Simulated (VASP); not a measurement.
Data:

```
CELL_PARAMETERS angstrom
      0.00000     3.13272     3.13272
      3.13272     0.00000     3.13272
      3.13272     3.13272     0.00000
ATOMIC_POSITIONS crystal
  Mg 0.75000 0.75000 0.75000
  Mg 0.25000 0.25000 0.25000
  Ge 0.00000 0.00000 0.00000
```

Computed with LDA (Ceperley-Alder, Perdew-Zunger), VASP's LDA PAW potentials (set 64) (plane waves; VASP 6.6.1). Numerical set-up: 400 eV cut-off, 6×6×6 Γ-centred mesh, Gaussian smearing of 0.050 eV, potentials Mg Ge_d.

Task: Predict the energy per atom (σ→0), band gap (on the k-mesh) with the smallest direct gap where there is one.

Result: 
```
Quantity                                      Value
-----------------------------------  --------------
band gap (on the k-mesh)                    0.08 eV
smallest direct gap (on the k-mesh)         1.24 eV
energy per atom (σ→0)                -3.290 eV/atom
```

Only differences to runs with the same potentials and settings are physical.

The structure comes from a computed database's Mg2Ge entry (Fm-3m); how it stands against other phases isn't given here. It was relaxed first. The start is the result of an earlier pass.
